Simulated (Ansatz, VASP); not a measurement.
# Cross-check of Pt (zigzag Pt chain) between VASP and Ansatz

Aim: how closely do two programs agree when they are given the same cell, functional and k mesh? The cell is taken from a series of runs on this material, whose earlier steps may have relaxed, scaled, displaced or heated it; both programs get it as it stands.

Program: Ansatz 0.2.0. Level of theory: plane waves, with VASP 6.6.1 beside it; PBE. Results are calculated unless marked as measured.

### 1. Set-up

The cell holds 2 atoms: 2 Pt. Cell: a = 9.000 Å, b = 7.500 Å, c = 3.918 Å, α = 90.0°, β = 90.0°, γ = 90.0°. Vacuum lies along a and b. The structure's axis is c.

### 2. Ansatz: single point, PBE, pair 1

Ansatz runs on its default PAW (the set named soft_2) files.

A single point takes one fixed geometry, so differences don't come from the geometry; what else differs is listed under the comparison.

The input, input.yaml:

```yaml
crystal:
  lattice:
    - [9.0, 0.0, 0.0]
    - [0.0, 7.5, 0.0]
    - [0.0, 0.0, 3.9181503516]
  atoms:
    - { symbol: Pt, position: [0.4303351732, 0.5, 0.0], spin: 0.33 }
    - { symbol: Pt, position: [0.5696648268, 0.5, 0.5], spin: 0.33 }
magnetization:
  spin_polarized: true
kpoints:
  mp_grid: { grid: [1, 1, 21] }
scf:
  occupations: { method: fermi_dirac, width: 0.05 }
hamiltonian:
  xc: pbe
output:
  transmission:
    e_range: [-2, 2]
    de: 0.035
    kmesh: [1, 1]
    reduced_basis: true
    leads: [[0, 0]]
  stress: true
```

The run is started by

```
ansatz run input.yaml --threads 4 --pin off --max-ram 8192MiB --backend cpu --events-out ev --progress --plain --runs-dir out
```

Numbers of over 12 decimals in the logs are rounded to 6 here.

What it wrote:

```text
Engine: ansatz 0.2.0, x86_64-unknown-linux-gnu
Pseudopotentials: kind: paw
Pseudopotential: Pt, paw, valence charge 18, recommended cutoff 420 eV (normal), Pt.paw.azcp
Functional definition: PBE
  parameter kappa = 0.804
  parameter beta = 0.066725
  exchange = pbe_x(kappa = kappa, mu = beta*pi^2/3)
  correlation = pbe_c(beta = beta)
Crystal: 2 atoms, lattice volume = 264.475 Å³
Basis set: ecut = 420 eV, 5179 PW (Γ)
Bands: 23, of which v1, the nominal top of the filled ones, is band 18 counted from 1 (17 counted from 0)
Symmetry: 8 space group operations
Space group: Pmma (ITA 51), of the structure as read, at distance tolerance 6.4e-5 Å
Magnetic group: BNS 51.289 (UNI 387), of the structure as read, at distance tolerance 6.4e-5 Å
k-points: 11 of 21
Non-local potential: Pt, projectors of the file, l = 0: 3, l = 1: 2, l = 2: 2, l = 3: 1
PAW form: soft (Blöchl's): semilocal exchange-correlation on the pseudo side does not see the compensation charge
PAW one-centre angular grid: Pt, 590 points (default); XC on 64 Gauss nodes
Initial density: superposition of atomic densities (neutral atoms: chi_scale 0, normalization atom)
Starting moments: Σ|m| = 0.66 μB on 2 of 2 sites
Initial wavefunctions: pseudopotential atomic-orbital guess
Functional: x = pbe(κ = 0.804, μ = 0.219515), c = pbe(β = 0.066725)
SCF iter   1: F=—  HF=-25041.392069 eV  |F-HF|=—  |Δ(HF+E_count)|=         —  Δρ=1.52e-2 (↑1.51e-2 ↓1.52e-2)  dr2=2.03e0  dr2_m=2.95e-2  M=0.561 μB ∫|m|=0.570 μB  β_m=0.30  ethr=3.10e-3  ⟨swp⟩=5.8  Hψ=2257  notcnv=0
Mixer restart at iter 1: flushing history
preconditioner: auto → LDOS  [metal: Δε(μ)=0.022 eV  Ē_g=5.713 eV  σ=0.050 eV  W_gap=0.11  n_scr=38 (ndim 8)  ℏωp=10.2 eV  f_vac=0.711  D(μ)=4.73/eV (n_scr^D=22)]
spin=Collinear: LDOS preconditioning applied to the charge; magnetization (m = ρ↑ − ρ↓) channel mixes plain (no charge-response kernel on spin).
SCF iter   2: F=—  HF=-25041.124911 eV  |F-HF|=—  |Δ(HF+E_count)|=   2.67e-1  Δρ=9.43e-3 (↑8.29e-3 ↓9.43e-3)  dr2=5.19e-1  dr2_m=2.36e-2  M=0.651 μB ∫|m|=0.663 μB  β_m=0.45  ethr=3.10e-3  ⟨swp⟩=2.2  Hψ=991  notcnv=0
SCF iter   3: F=—  HF=-25041.171673 eV  |F-HF|=—  |Δ(HF+E_count)|=   4.68e-2  Δρ=3.11e-3 (↑2.35e-3 ↓3.11e-3)  dr2=1.98e-2  dr2_m=8.85e-3  M=0.755 μB ∫|m|=0.777 μB  β_m=0.61  ethr=1.44e-3  ⟨swp⟩=2.0  Hψ=834  notcnv=0
SCF iter   4: F=—  HF=-25041.191884 eV  |F-HF|=—  |Δ(HF+E_count)|=   2.02e-2  Δρ=5.69e-4 (↑4.99e-4 ↓5.69e-4)  dr2=5.50e-4  dr2_m=5.02e-4  M=0.771 μB ∫|m|=0.804 μB  β_m=0.70  ethr=5.49e-5  ⟨swp⟩=2.5  Hψ=1085  notcnv=0
SCF iter   5: F=—  HF=-25041.193174 eV  |F-HF|=—  |Δ(HF+E_count)|=   1.29e-3  Δρ=1.53e-4 (↑1.53e-4 ↓8.31e-5)  dr2=6.55e-5  dr2_m=1.91e-5  M=0.776 μB ∫|m|=0.813 μB  β_m=0.75  ethr=1.53e-6  ⟨swp⟩=2.2  Hψ=882  notcnv=0
SCF iter   6: F=—  HF=-25041.193236 eV  |F-HF|=—  |Δ(HF+E_count)|=   6.17e-5  Δρ=4.17e-5 (↑4.17e-5 ↓2.73e-5)  dr2=3.73e-6  dr2_m=1.50e-6  M=0.777 μB ∫|m|=0.816 μB  β_m=0.77  ethr=1.82e-7  ⟨swp⟩=2.0  Hψ=812  notcnv=0
SCF iter   7: F=—  HF=-25041.193242 eV  |F-HF|=—  |Δ(HF+E_count)|=   5.81e-6  Δρ=1.27e-5 (↑1.27e-5 ↓1.26e-5)  dr2=9.32e-8  dr2_m=3.37e-7  M=0.778 μB ∫|m|=0.818 μB  β_m=0.89  ethr=1.04e-8  ⟨swp⟩=2.2  Hψ=796  notcnv=0
SCF iter   8: F=—  HF=-25041.193242 eV  |F-HF|=—  |Δ(HF+E_count)|=   4.78e-7  Δρ=6.77e-6 (↑6.77e-6 ↓5.09e-6)  dr2=8.26e-8  dr2_m=5.90e-8  M=0.779 μB ∫|m|=0.818 μB  β_m=0.94  ethr=2.59e-10  ⟨swp⟩=2.8  Hψ=1020  notcnv=0
SCF iter   9: F=—  HF=-25041.193242 eV  |F-HF|=—  |Δ(HF+E_count)|=   2.66e-8  Δρ=7.77e-7 (↑5.48e-7 ↓7.77e-7)  dr2=2.22e-9  dr2_m=1.60e-10  M=0.779 μB ∫|m|=0.819 μB  β_m=0.90  ethr=2.29e-10  ⟨swp⟩=2.5  Hψ=872  notcnv=0
SCF iter  10: F=-25041.193242 eV  HF=-25041.193242 eV  |F-HF|=4.37e-11  |Δ(HF+E_count)|=  1.13e-10  Δρ=1.72e-7 (↑1.11e-7 ↓1.72e-7)  dr2=8.04e-11  dr2_m=1.37e-11  M=0.779 μB ∫|m|=0.819 μB  ethr=6.17e-12  ⟨swp⟩=1.0  Hψ=1477  notcnv=0
SCF 1 converged in 10 iterations: F = -25041.193242 eV  dr2 = 8.04e-11
  greatest PAW one-centre occupation: 1.000 electrons in one spin orbital (limit 2), on the Pt atom at site 1 (counted from 0), in its partial waves of l = 0
transmission: 10 of 60 steps passed
transmission: 15 of 60 steps passed
[...]
transmission: 60 of 60 steps passed
SCF converged after 10 iterations
Magnetization: 0.7788 μB (18.3894 up, 17.6106 down)
Absolute magnetization: 0.8187 μB (∫|ρ↑−ρ↓|, with the PAW one-centre terms)
Spin contamination: 0.0019 ħ² per cell (⟨S²⟩ above its minimum at these occupations)
Per-site moments (μB) at R_I (Å): [(0.325736, 0.959487), (0.325736, 0.959487)]
Free energy (F): -25041.193242 eV
Harris-Foulkes:  -25041.193242 eV  (|F-HF|=4.37e-11)
Internal energy: -25041.163790 eV  (E = F + TS)
E sigma→0 (E₀):  -25041.178516 eV
Entropy (-TS):   -0.029453 eV (-14.726 meV/atom)
Fermi energy:    -1.896145 eV
--- Per-component energies (eV) ---
  E_band       = -1131.646772
  E_kinetic    = 1276.480339
  E_local      = -11658.297668  (includes V_loc(G=0)·N_el)
  E_nonlocal   = 404.660319
  E_hartree    = 5014.188149
  E_xc         = -519.266285
  E_vxc        = -599.197873  (∫ρ·V_xc dr)
  E_paw        = -18911.350835  (= ΣΔE_a)
  E_vpaw       = -583.668205  (= ΣTr[D̂ρ^β])
  E_aug_tail   = 0.000399  (compensation charges beyond the density's cutoff)
  E_ewald      = -647.578209
  E_smearing   = -0.029453  (= −TS)
  E_closure    = -0.000000  (closes the sum)
  Σ components = -25041.193242   (vs F -25041.193242, Δ=0.00e0)
--- Stress (GPa, compression-positive) ---
       -0.034881       0.000000       0.000000
        0.000000      -0.096660       0.000000
        0.000000       0.000000       3.433480
  P = ⅓ Tr σ = 1.1006 GPa (11.006 kbar)
--- Band table (eV; the first three rows and the last of 22) ---
  k-point 0 ↑: bands = [... 14 lower, -3.4304, -2.6950, -2.6764, -2.3598, -2.2298, -0.6405, 1.1244, 2.3017, ... 1 higher]
  k-point 1 ↑: bands = [... 14 lower, -3.4125, -2.9463, -2.4414, -2.3660, -2.2304, -0.6131, 1.1667, 2.3188, ... 1 higher]
  k-point 2 ↑: bands = [... 14 lower, -3.3606, -3.2086, -2.3845, -2.2321, -2.2242, -0.5307, 1.2908, 2.3704, ... 1 higher]
  k-point 10 ↓: bands = [... 14 lower, -2.8877, -2.7654, -2.1643, -2.0759, -1.0418, -0.7117, 2.3267, 2.7961, ... 1 higher]
--- Transmission ---
  basis      : 595 plane waves across, 5 finite elements along
  points     : 1, standing for a mesh of 1 x 1
  filling    : by the input's occupations and mesh, since the crystals that have channels conduct as metals do. If one of these is a semiconductor, that mesh has misplaced its level
  energies   : 115 from -2.000000 to 1.990000 eV about the Fermi level, 0.035000 eV apart; the leads are filled to 0.000000 eV, and channels, transmission and decay are at -0.005000 eV
  crystal 0  : Pt2, at the sites [0, 0], period 3.9182 Å: whole cells are its period
    offset         : up to 0.0000 Å between an atom of the period and one for which it stands
    filled         : 7.6 meV under the level at which it is neutral
    channels       : 1.000000e0 up, 2.000000e0 down
    conductance    : 1.7214e14 S/m² at 300 K; may be off by some 0.0 % by where its bands' edges are placed, 0.0 % from the distance to neutral
```

In the SCF lines HF is the Harris–Foulkes energy and dr2 the Hartree energy of the density residual, in eV; the loop may stop once dr2 is under the threshold and the program's other checks hold. Hψ counts applications of the Hamiltonian.

### 3. VASP: single point, PBE, pair 1

The same cell, functional, mesh and smearing now go to VASP, with its own data sets.

Lines of VASP's logs that name or quote its potential files are left out, and so is its time.

The input, INCAR:

```
SYSTEM = Pt
PREC = Accurate
ENCUT = 500
EDIFF = 1E-06
NELM = 200
ISMEAR = -1
SIGMA = 0.05
LREAL = .FALSE.
ALGO = Normal
GGA = PE
NBANDS = 18
ISPIN = 2
MAGMOM = 0.33 0.33
LASPH = .TRUE.
LMAXMIX = 4
LORBIT = 11
LWAVE = .FALSE.
LCHARG = .FALSE.
ISIF = 2
GGA_COMPAT = .FALSE.
KPAR = 2
```

The input, POSCAR:

```
Pt
1.0
    9.0000000000      0.0000000000      0.0000000000
    0.0000000000      7.5000000000      0.0000000000
    0.0000000000      0.0000000000      3.9181503516
Pt
2
Direct
    0.4303351732      0.5000000000      0.0000000000
    0.5696648268      0.5000000000      0.5000000000
```

The input, KPOINTS:

```
Automatic mesh
0
Gamma
1 1 21
0 0 0
```

PAW data sets: Pt (PBE family, release 64).

The run is started by

```
mpirun -np 2 vasp_std
```

What it wrote:

```text
[banner, memory and clock lines left out]
running    2 mpi-ranks, on    1 nodes
 distrk:  each k-point on    1 cores,    2 groups
 distr:  one band on    1 cores,    1 groups

 POSCAR found type information on POSCAR Pt
 POSCAR found :  1 types and       2 ions
 LDA part: xc-table for (Slater+PW92), standard interpolation
 POSCAR, INCAR and KPOINTS ok, starting setup
 FFT: planning ... GRIDC
 FFT: planning ... GRID_SOFT
 FFT: planning ... GRID
 WAVECAR not read
 entering main loop
       N       E                     dE             d eps       ncg     rms          rms(c)
DAV:   1     0.120617549197E+03    0.12062E+03   -0.60328E+03   792   0.754E+02
DAV:   2     0.280246654197E+01   -0.11782E+03   -0.10308E+03  1164   0.130E+02
DAV:   3    -0.812050007884E+01   -0.10923E+02   -0.10670E+02   890   0.477E+01
DAV:   4    -0.824197935821E+01   -0.12148E+00   -0.12109E+00   946   0.556E+00
DAV:   5    -0.824408553937E+01   -0.21062E-02   -0.21060E-02   886   0.793E-01    0.110E+01
DAV:   6    -0.745919503398E+01    0.78489E+00   -0.11902E+00   830   0.650E+00    0.639E+00
DAV:   7    -0.733843591287E+01    0.12076E+00   -0.37844E-01   800   0.310E+00    0.245E+00
DAV:   8    -0.730741143785E+01    0.31024E-01   -0.31639E-02   836   0.102E+00    0.994E-01
DAV:   9    -0.732362231808E+01   -0.16211E-01   -0.57711E-03   800   0.435E-01    0.315E-01
DAV:  10    -0.735702775274E+01   -0.33405E-01   -0.66524E-03   866   0.353E-01    0.102E-01
DAV:  11    -0.736258326930E+01   -0.55555E-02   -0.81635E-04   844   0.121E-01    0.688E-02
DAV:  12    -0.736630986269E+01   -0.37266E-02   -0.27065E-03   796   0.167E-01    0.408E-02
DAV:  13    -0.736820530616E+01   -0.18954E-02   -0.36479E-04   802   0.888E-02    0.258E-02
DAV:  14    -0.736990244779E+01   -0.16971E-02   -0.81331E-04   794   0.914E-02    0.259E-02
DAV:  15    -0.737035512704E+01   -0.45268E-03   -0.26097E-04   798   0.727E-02    0.848E-03
DAV:  16    -0.737035407412E+01    0.10529E-05   -0.19618E-05   810   0.262E-02    0.337E-03
DAV:  17    -0.737036502854E+01   -0.10954E-04   -0.21363E-06   830   0.938E-03    0.186E-03
DAV:  18    -0.737036661081E+01   -0.15823E-05   -0.25199E-06   798   0.102E-02    0.106E-03
DAV:  19    -0.737036707816E+01   -0.46735E-06   -0.76671E-07   736   0.593E-03
   1 F= -.73703671E+01 E0= -.73554237E+01  d E =-.298868E-01  mag=     0.8533
```

OUTCAR, selected parts (step 3):

```text
ion  position               nearest neighbor table
   1  0.430  0.500  0.000-   2 2.33   2 2.33
   2  0.570  0.500  0.500-   1 2.33   1 2.33

  LATTYP: Found a simple orthorhombic cell.
 ALAT       =     3.9181503516
 B/A-ratio  =     1.9141685048
 C/A-ratio  =     2.2970022057

 Subroutine GETGRP returns: Found  8 space group operations
 (whereof  4 operations were pure point group operations)

The static configuration has the point symmetry C_2v.
 The point group associated with its full space group is D_2h.

 Found     11 irreducible k-points:

   k-points           NKPTS =     11   k-points in BZ     NKDIM =     11   number of bands    NBANDS=     18

   dimension x,y,z NGX =    70 NGY =   56 NGZ =   30
   dimension x,y,z NGXF=   140 NGYF=  112 NGZF=   60

   ENCUT  =  500.0 eV  36.75 Ry    6.06 a.u.  16.41 13.67  7.14*2*pi/ulx,y,z

   NELECT =      20.0000    total number of electrons

 k-points in reciprocal lattice and weights: Automatic mesh
   0.00000000  0.00000000  0.00000000       0.048
   0.00000000  0.00000000  0.04761905       0.095
   0.00000000  0.00000000  0.09523810       0.095
   0.00000000  0.00000000  0.14285714       0.095
   0.00000000  0.00000000  0.19047619       0.095
   0.00000000  0.00000000  0.23809524       0.095
   0.00000000  0.00000000  0.28571429       0.095
   0.00000000  0.00000000  0.33333333       0.095
   0.00000000  0.00000000  0.38095238       0.095
   0.00000000  0.00000000  0.42857143       0.095
   0.00000000  0.00000000  0.47619048       0.095

 average (electrostatic) potential at core
       1 -76.6820       2 -76.6820

 E-fermi :  -3.2801

 spin component 1
 k-point     1 :       0.0000    0.0000    0.0000
  band No.  band energies     occupation
    ...
      7      -4.8117      1.00000
      8      -4.1294      1.00000
      9      -4.0882      1.00000
     10      -3.7326      0.99988
     11      -3.6313      0.99911
     12      -2.0350      0.00000
     13      -0.2584      0.00000
     14       0.9144      0.00000
     15       2.4451      0.00000
     16       3.6656      0.00000
    ...

 k-point     2 :       0.0000    0.0000    0.0476
  band No.  band energies     occupation
    ...
      7      -4.7939      1.00000
      8      -4.3679      1.00000
      9      -3.8652      0.99999
     10      -3.7388      0.99990
     11      -3.6314      0.99911
     12      -2.0077      0.00000
     13      -0.2160      0.00000
     14       0.9314      0.00000
     15       2.4645      0.00000
     16       3.6599      0.00000
    ...

 k-point     3 :       0.0000    0.0000    0.0952
  band No.  band energies     occupation
    ...
      7      -4.7425      1.00000
      8      -4.6261      1.00000
      9      -3.7576      0.99993
     10      -3.6495      0.99938
     11      -3.6318      0.99912
     12      -1.9256      0.00000
     13      -0.0919      0.00000
     14       0.9830      0.00000
     15       2.5228      0.00000
     16       3.4212      0.00000
    ...

 k-point     4 :       0.0000    0.0000    0.1429
  band No.  band energies     occupation
    ...
      7      -4.8615      1.00000
      8      -4.6623      1.00000
      9      -3.7889      0.99996
     10      -3.6330      0.99914
     11      -3.4677      0.97703
     12      -1.7889      0.00000
     13       0.1061      0.00000
     14       1.0698      0.00000
     15       2.6190      0.00000
     16       2.7255      0.00000
    ...

 k-point     5 :       0.0000    0.0000    0.1905
  band No.  band energies     occupation
    ...
      7      -5.0171      1.00000
      8      -4.5603      1.00000
      9      -3.8324      0.99998
     10      -3.6360      0.99919
     11      -3.3240      0.70611
     12      -1.5990      0.00000
     13       0.3677      0.00000
     14       1.1924      0.00000
     15       1.9312      0.00000
     16       2.7511      0.00000
    ...

 k-point     6 :       0.0000    0.0000    0.2381
  band No.  band energies     occupation
    ...
      6      -5.3891      1.00000
      7      -5.0217      1.00000
      8      -4.4443      1.00000
      9      -3.8870      0.99999
     10      -3.6426      0.99929
     11      -3.2176      0.22248
     12      -1.3621      0.00000
     13       0.6824      0.00000
     14       1.1386      0.00000
     15       1.3499      0.00000
    ...

  Total       -0.2185872     -0.1823980      5.4555950      0.0000000      0.0000000      0.0000000
  in kB       -1.3241905     -1.1049578     33.0497240      0.0000000      0.0000000      0.0000000
  external PRESSURE =      10.2068586 kB  Pullay stress =       0.0000000 kB

  energy-cutoff  :      500.00
  volume of cell :      264.48
      direct lattice vectors                 reciprocal lattice vectors
     9.000000000  0.000000000  0.000000000     0.111111111  0.000000000  0.000000000
     0.000000000  7.500000000  0.000000000     0.000000000  0.133333333  0.000000000
     0.000000000  0.000000000  3.918150352     0.000000000  0.000000000  0.255222467

 POSITION                                       TOTAL-FORCE (eV/Angst)
 -----------------------------------------------------------------------------------
      3.87302      3.75000      0.00000         0.111237      0.000000      0.000000
      5.12698      3.75000      1.95908        -0.111237      0.000000      0.000000
 -----------------------------------------------------------------------------------
    total drift:                               -0.000000     -0.000000      0.000000

  FREE ENERGIE OF THE ION-ELECTRON SYSTEM (eV)
  ---------------------------------------------------
  free  energy   TOTEN  =        -7.3703670782 eV

  energy  without entropy=       -7.3404803206  energy(sigma->0) =       -7.35542370

 total charge
# of ion       s       p       d       tot
------------------------------------------
    1        0.803   0.264   8.106   9.173
    2        0.803   0.264   8.106   9.173
--------------------------------------------------
tot          1.605   0.529  16.213  18.347

 magnetization (x)
# of ion       s       p       d       tot
------------------------------------------
    1        0.000   0.001   0.400   0.402
    2        0.000   0.001   0.400   0.402
--------------------------------------------------
tot          0.000   0.003   0.801   0.804

[... 6 further parts left out ...]
```

### 4. Comparison

Known differences besides the potentials themselves: VASP starts from the moments at which Ansatz ended; the data sets hold 36 valence electrons in Ansatz (on its default PAW (the set named soft_2) files) and 20 in VASP; the cutoff is 420 eV in Ansatz and 500 eV in VASP; site moments are counted in spheres of each program's own size. Total energies have different zeros and are not compared.

The two programs side by side:

```csv
quantity,Ansatz,VASP,difference
pressure (GPa),1.10,1.02,+0.08
total moment (μB),0.78,0.85,-0.07
moment on Pt1 (μB),0.33,0.40,-0.08
moment on Pt2 (μB),0.33,0.40,-0.08
```

### 5. Ansatz: single point, PBE, pair 2

A single point takes one fixed geometry, so differences don't come from the geometry; what else differs is listed under the comparison. The cell compared in this pair holds 324.84 Å³, against 264.48 Å³ for the pair before.

The cell is taken from a series of runs on this material, whose earlier steps may have relaxed, scaled, displaced or heated it; both programs get it as it stands.

input.yaml, the sections that differ from step 2:

```yaml
crystal:
  lattice:
    - [9.0, 0.0, 0.0]
    - [0.0, 7.5, 0.0]
    - [0.0, 0.0, 4.812510758]
  atoms:
    - { symbol: Pt, position: [0.4633191919, 0.5, 0.0], spin: 0.48 }
    - { symbol: Pt, position: [0.5366808081, 0.5, 0.5], spin: 0.48 }
kpoints:
  mp_grid: { grid: [1, 1, 17] }
# magnetization, scf, hamiltonian, output: as in step 2
```

The run is started by

```
ansatz run input.yaml --threads 4 --pin off --max-ram 8192MiB --backend cpu --events-out ev --progress --plain --runs-dir out
```

What it wrote:

```text
[...]
Crystal: 2 atoms, lattice volume = 324.844 Å³
Basis set: ecut = 420 eV, 6315 PW (Γ)
Bands: 23, of which v1, the nominal top of the filled ones, is band 18 counted from 1 (17 counted from 0)
Symmetry: 8 space group operations
[...]
k-points: 9 of 17
[...]
Starting moments: Σ|m| = 0.96 μB on 2 of 2 sites
[...]
--- Transmission ---
  basis      : 595 plane waves across, 6 finite elements along
  points     : 1, standing for a mesh of 1 x 1
[...]
crystal 0  : Pt2, at the sites [0, 0], period 4.8125 Å: whole cells are its period
[...]
filled         : 8.4 meV under the level at which it is neutral
    channels       : 2.000000e0 up, 3.000000e0 down
[...]
[key lines of the parts left out:]
SCF converged after 11 iterations
Magnetization: 1.2782 μB (18.6391 up, 17.3609 down)
Free energy (F): -25040.797061 eV
Fermi energy:    -3.470252 eV
P = ⅓ Tr σ = -1.3737 GPa (-13.737 kbar)
```

For the moment of the cell, from the last line of the log, step 4 gave 0.779; this run, with another cell and other k-mesh, gives 1.28 (+64 %).

(Continued in part 2 of 2.)

[Lines on the potential files, build, host, timing and source positions are cut from VASP's logs without a mark.]

[Logs are printed without paths, hosts, clocks, repeated set-up lines and the standing remarks that a program may print on its own settings, such as how far it seeks lower states.]

[Hosts, paths, dates, database ids (printed as entryN), source tags and the programs' standing remarks are cut or masked in the printed files.]
